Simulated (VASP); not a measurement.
Calculation: PBEsol GGA, VASP's PBE PAW potentials (set 64) (plane waves; VASP). For the alloy's cell: Settings: 400 eV cut-off, 8×8×15 Γ-centred mesh, tetrahedra with Blöchl corrections, potentials W_sv Ta_pv.

```tsv
end member	E (eV/atom)	V (Å³/atom)	gap (eV)
Ta (bcc)	-12.5512	17.71	0.00
W (bcc)	-13.8052	15.73	0.00
```

An ordered cell with a fraction 0.50 of the second end member relaxes to

```xyz
4
Lattice="-3.2036 3.1885 3.1897 3.2024 -3.2345 3.2345 1.6024 1.6179 -1.6179" Properties=species:S:1:pos:R:3 pbc="T T T"
W      0.0000     0.0000     0.0000
W      1.6012    -1.6173     1.6173
Ta    -1.6018     1.5942     1.5949
Ta    -0.0006    -0.0230     3.2121
```

Unless said otherwise, spin-orbit coupling is left out, though it shifts the bands of the heavy elements here.

**Question.** Estimate the mixing energy, the deviation from a linear volume and the gap.

**Answer.** Its energy is -13.2456 eV/atom, so the mixing energy is -67 meV/atom. The volume of 16.53 Å³/atom lies -1.2 % from the linear mean. The cell is without a gap at this level.
